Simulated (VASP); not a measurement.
Level of theory: PBE GGA, VASP's PBE PAW potentials (set 64) (plane waves; VASP 6.6.1).

The input files of a VASP run:

**POSCAR**
```
Al
1
    0.0000000000     1.8711066257     1.8711066257
    1.8711066257    -0.0000000000     1.8711066257
    1.8711066257     1.8711066257    -0.0000000000
Al
1
Direct
  0.0000000000   0.0000000000   0.0000000000
```

KPOINTS:
```
Automatic mesh
0
Gamma
17 17 17
0 0 0
```

### INCAR
```
! general
SYSTEM   =  Al
PREC     =  Accurate
ENCUT    =  500   ! plane-wave cut-off (eV)
LREAL    =  .FALSE.   ! projection in real space or not
LASPH    =  .TRUE.   ! aspherical one-centre terms

! electronic loop
EDIFF    =  1E-6
NELM     =  100
ALGO     =  Normal   ! blocked Davidson

! smearing
ISMEAR   =  1   ! Methfessel-Paxton
SIGMA    =  0.1

! functional
GGA      =  PE   ! PBE

! ions
IBRION   =  2   ! conjugate gradients
NSW      =  40
ISIF     =  3
EDIFFG   =  -0.02
PSTRESS  =  450   ! kbar

! output
LWAVE    =  .FALSE.
LCHARG   =  .FALSE.
```

POTCAR, in this order: Al (PBE.64 set). Program: vasp_std.

Output

### OSZICAR
```
       N       E                     dE             d eps       ncg     rms          rms(c)
DAV:   1    -0.931657292094E+00   -0.93166E+00   -0.92042E+02  1710   0.328E+02
DAV:   2    -0.349818307445E+01   -0.25665E+01   -0.23696E+01  2165   0.347E+01
DAV:   3    -0.352079257969E+01   -0.22610E-01   -0.22616E-01  2075   0.373E+00
DAV:   4    -0.352085928666E+01   -0.66707E-04   -0.66710E-04  2170   0.198E-01
DAV:   5    -0.352085965515E+01   -0.36848E-06   -0.36788E-06  2150   0.127E-02    0.181E+00
DAV:   6    -0.350305673674E+01    0.17803E-01   -0.67197E-04  1880   0.205E-01    0.105E+00
DAV:   7    -0.349046965776E+01    0.12587E-01   -0.23315E-03  1760   0.351E-01    0.208E-01
DAV:   8    -0.349046332576E+01    0.63320E-05   -0.21627E-05  2250   0.530E-02    0.857E-02
DAV:   9    -0.349045961535E+01    0.37104E-05   -0.71618E-07  1915   0.834E-03    0.834E-04
DAV:  10    -0.349045965661E+01   -0.41260E-07   -0.84125E-09  1065   0.124E-03
   1 F= 0.18936849E+00 E0= 0.18943688E+00  d E =0.189368E+00
       N       E                     dE             d eps       ncg     rms          rms(c)
DAV:   1    -0.279641094525E+01    0.69405E+00   -0.12848E+00  1985   0.874E+00    0.124E+00
DAV:   2    -0.279033478885E+01    0.60762E-02   -0.67388E-03  1820   0.804E-01    0.411E-01
DAV:   3    -0.278666175732E+01    0.36730E-02   -0.48705E-04  2110   0.178E-01    0.119E-01
DAV:   4    -0.278632102226E+01    0.34074E-03   -0.92229E-05  1950   0.741E-02    0.944E-02
DAV:   5    -0.278631562827E+01    0.53940E-05   -0.20260E-06  1960   0.151E-02    0.670E-04
DAV:   6    -0.278631571855E+01   -0.90281E-07   -0.47973E-09   980   0.738E-04
   2 F= 0.27820354E+00 E0= 0.27837030E+00  d E =0.888351E-01
       N       E                     dE             d eps       ncg     rms          rms(c)
DAV:   1    -0.330349311675E+01   -0.51718E+00   -0.45355E-01  1920   0.497E+00    0.737E-01
DAV:   2    -0.330092460466E+01    0.25685E-02   -0.24430E-03  1805   0.462E-01    0.266E-01
DAV:   3    -0.329934856198E+01    0.15760E-02   -0.21000E-04  2170   0.111E-01    0.633E-02
DAV:   4    -0.329922387511E+01    0.12469E-03   -0.26579E-05  1950   0.386E-02    0.530E-02
DAV:   5    -0.329922459028E+01   -0.71517E-06   -0.89326E-07  1445   0.900E-03
   3 F= 0.14714258E+00 E0= 0.14718060E+00  d E =-.422259E-01
       N       E                     dE             d eps       ncg     rms          rms(c)
DAV:   1    -0.329213353569E+01    0.70903E-02   -0.15616E-04  1995   0.919E-02    0.126E-02
DAV:   2    -0.329213333637E+01    0.19932E-06   -0.82097E-07  1590   0.857E-03
   4 F= 0.14709343E+00 E0= 0.14713515E+00  d E =-.422751E-01
```

**OUTCAR**
```
------------------------ aborting loop because EDIFF is reached ----------------------------------------
  FORCE on cell =-STRESS in cart. coord.  units (eV):
  Direction    XX          YY          ZZ          XY          YZ          ZX
  --------------------------------------------------------------------------------------
  Total        3.4349789      3.4349789      3.4349789      0.0000000      0.0000000      0.0000000
  in kB      449.4442006    449.4442006    449.4442006      0.0000000      0.0000000      0.0000000
  external PRESSURE =      -0.5557994 kB  Pullay stress =     450.0000000 kB
  volume of cell :       12.25
      direct lattice vectors                 reciprocal lattice vectors
    -0.000000000  1.829404017  1.829404017    -0.273313055  0.273313055  0.273313055
     1.829404017  0.000000000  1.829404017     0.273313055 -0.273313055  0.273313055
     1.829404017  1.829404017 -0.000000000     0.273313055  0.273313055 -0.273313055
 POSITION                                       TOTAL-FORCE (eV/Angst)
 -----------------------------------------------------------------------------------
      1.82940      1.82940      3.65881        -0.000000     -0.000000      0.000000
 -----------------------------------------------------------------------------------
    total drift:                                0.000000      0.000000     -0.000000
  FREE ENERGIE OF THE ION-ELECTRON SYSTEM (eV)
  ---------------------------------------------------
  free  energy   TOTEN  =        -3.2921333364 eV

  energy  without entropy=       -3.2920081706  energy(sigma->0) =       -3.29209161
  enthalpy is  TOTEN    =         0.1470934325 eV   P V=        3.4392267689

 reached required accuracy - stopping structural energy minimisation
```
(Selected blocks of OUTCAR.)

File CONTCAR:
```
Al
   1.00000000000000
    -0.0000000000000000    1.8294040173513044    1.8294040173513044
     1.8294040173513044    0.0000000000000000    1.8294040173513044
     1.8294040173513044    1.8294040173513044   -0.0000000000000000
  Al
     1
Direct
     1.0000000000000000    1.0000000000000000    0.0000000000000000
```

**OUTCAR**
```
 val. band max:       11.4398060171   @ k =  -0.4706   0.2941   0.1176

 cond. band min:      11.4953791893   @ k =   0.4706   0.4118   0.0000


 Fermi energy:        11.4777739647

 k-point     1 :       0.0000    0.0000    0.0000
  band No.  band energies     occupation
      1      -1.8644      2.00000
      2      25.8993      0.00000
      3      25.8993      0.00000
      4      25.8993      0.00000
      5      29.9534      0.00000

 k-point     2 :       0.0588    0.0000    0.0000
  band No.  band energies     occupation
      1      -1.7499      2.00000
      2      24.2934      0.00000
      3      25.7328      0.00000
      4      25.7328      0.00000
      5      29.9389      0.00000

 k-point     3 :       0.1176    0.0000    0.0000
  band No.  band energies     occupation
      1      -1.4073      2.00000
      2      21.6098      0.00000
      3      25.3629      0.00000
      4      25.3629      0.00000
      5      29.6057      0.00000

 k-point     4 :       0.1765    0.0000    0.0000
  band No.  band energies     occupation
      1      -0.8388      2.00000
      2      18.8591      0.00000
      3      24.9737      0.00000
      4      24.9737      0.00000
      5      29.2030      0.00000

 k-point     5 :       0.2353    0.0000    0.0000
  band No.  band energies     occupation
      1      -0.0482      2.00000
      2      16.2004      0.00000
      3      24.6601      0.00000
      4      24.6601      0.00000
      5      28.8548      0.00000

 k-point     6 :       0.2941    0.0000    0.0000
  band No.  band energies     occupation
      1       0.9591      2.00000
      2      13.6815      0.00000
      3      24.4573      0.00000
      4      24.4573      0.00000
      5      28.6310      0.00000

 k-point     7 :       0.3529    0.0000    0.0000
  band No.  band energies     occupation
      1       2.1758      2.00000
      2      11.3254      2.05316
      3      24.3705      0.00000
...
```

Energy and stress use the plane-wave basis of the starting cell.

The compound is Al in the fcc structure. This run relaxes it under an external pressure of 45 GPa. Symmetry was kept, so distortions that lower it aren't found.
